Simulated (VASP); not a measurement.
A convergence study with VASP on BaTiO3 (cubic perovskite): one setting is varied, all else stays as given below, so the limit is that of these other settings.

```xyz
5
Lattice="4.0000 0.0000 0.0000 0.0000 4.0000 0.0000 0.0000 0.0000 4.0000" Properties=species:S:1:pos:R:3 pbc="T T T"
Ba     0.0000     0.0000     0.0000
Ti     2.0000     2.0000     2.0000
O      2.0000     0.0000     2.0000
O      0.0000     2.0000     2.0000
O      2.0000     2.0000     0.0000
```

Computed with LDA (Ceperley-Alder, Perdew-Zunger), VASP's LDA PAW potentials (set 64) (plane waves; VASP). The tightest run used: 700 eV cut-off, 14×14×14 Γ-centred mesh, tetrahedra with Blöchl corrections, potentials Ba_sv Ti_sv O.

Unless said otherwise, spin-orbit coupling is left out, though it shifts the bands of the heavy elements here. Gaps are read on the run's mesh, which can miss a band edge.

```csv
setting,E (eV/atom),pressure (GPa),gap on the mesh (eV),irreducible k-points
3×3×3 mesh,-8.8048,-6.48,1.722,4
4×4×4 mesh,-8.8218,-6.71,1.643,10
5×5×5 mesh,-8.8247,-6.76,1.776,10
```

Q: These are the cheaper rows. Estimate the results at 14×14×14 mesh, and how far the last row shown lies from them.

A: 
| quantity | tightest run | last row shown is off by |
|---|---|---|
| E (eV/atom) | -8.8253 | 0.0007 |
| pressure (GPa) | -6.77 | 0.01 |
| gap on the mesh (eV) | 1.662 | 0.114 |

Left out are rungs that failed or repeat a setting and relaxations that didn't move; long series are thinned to 24 rows.

The compound is BaTiO3 in the cubic perovskite structure, the ideal cubic form; the compound distorts at low or room temperature. The cell was not relaxed at this level.
